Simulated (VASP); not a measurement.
An input for Ansatz (written as the equivalent of a VASP run, and not itself run):

Ansatz 0.2 input:
```yaml
crystal:
  lattice:
    - [0.0000000, 3.0899634, 3.0899634]
    - [3.0899634, 0.0000000, 3.0899634]
    - [3.0899634, 3.0899634, 0.0000000]
  atoms:
    - { symbol: K, position: [0.0000000, 0.0000000, 0.0000000] }
    - { symbol: I, position: [0.5000000, 0.5000000, 0.5000000] }
kpoints:
  mp_grid: { grid: [7, 7, 7] }
hamiltonian:
  xc: lda
  pseudopotentials: { kind: paw }
scf:
  occupations: { method: gaussian, width: 0.05 }
  max_iter: 100
relax:
  max_steps: 40
  f_tol: 0.02
  cell: { p_target: 20 }
output: { forces: true, stress: true, eigenvalues: true }
```

Translate this input to VASP (INCAR, KPOINTS, POSCAR, choice of POTCAR).

One answer among several that fit: 
**POSCAR**
```
KI
1.0
  0.0000000000   3.0899633995   3.0899633995
  3.0899633995   0.0000000000   3.0899633995
  3.0899633995   3.0899633995   0.0000000000
K I
1 1
Cartesian
  0.0000000000   0.0000000000   0.0000000000
  3.0899633995   3.0899633995   3.0899633995
```

### INCAR
```
SYSTEM = KI
PREC = Accurate
ENCUT = 500
EDIFF = 1E-6
NELM = 100
ALGO = Normal
LREAL = .FALSE.
LASPH = .TRUE.
ISMEAR = 0
SIGMA = 0.05
LMAXMIX = 4
LWAVE = .FALSE.
LCHARG = .FALSE.
IBRION = 2
ISIF = 3
NSW = 40
EDIFFG = -0.02
PSTRESS = 200
```

**KPOINTS**
```
Automatic mesh
0
Gamma
7 7 7
0 0 0
```

POTCAR, in this order: K_sv I (LDA.64 set). Program: vasp_std.

What does not carry over: each code has its own PAW files, so the cut-off isn't converted (ENCUT is set for VASP's; basis.ecutwfc is left out, and Ansatz then takes the one that its files recommend); Ansatz stops its SCF on the density residual and VASP on the energy change (EDIFF); Ansatz's lda is the Perdew-Wang form, while the LDA potentials of VASP carry Perdew-Zunger's.

The compound is KI in the rock salt structure. This run relaxes it under an external pressure of 20 GPa. Symmetry was kept, so distortions that lower it aren't found.
